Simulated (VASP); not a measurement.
Input:

```
CdF2
1.0
    0.00000     2.62013     2.74104
    2.67553     0.00000     2.74104
    2.67553     2.62013     0.00000
Cd F
1 2
Direct
  0.00000   0.00000   0.00000
  0.25000   0.25000   0.25000
  0.73395   0.76605   0.76605
```

The numbers are results of PBE GGA, VASP's PBE PAW potentials (set 64) (plane waves; VASP 6.6.1), not measurements. Run with PREC = Single, 520 eV cut-off, 7×7×7 Γ-centred mesh, Gaussian smearing of 0.050 eV, potentials Cd F.

Give the force on each atom (eV/Å).

| atom | Fx | Fy | Fz |
|---|---|---|---|
| Cd1 | 0.275 | 0.000 | 0.000 |
| F2 | 0.191 | 0.000 | 0.000 |
| F3 | -0.466 | 0.000 | 0.000 |

Give the stress tensor in GPa (positive for a compressed cell).

```
 8.97   0.00   0.00
 0.00  11.10   1.19
 0.00   1.19   6.20
```
The pressure is its mean diagonal, 8.76 GPa.

The compound is CdF2 in the fluorite structure. The cell was not relaxed at this level, atoms are displaced from their ideal sites. The run is one of a series of settings (PREC = Single against the base run), some of them coarse on purpose.
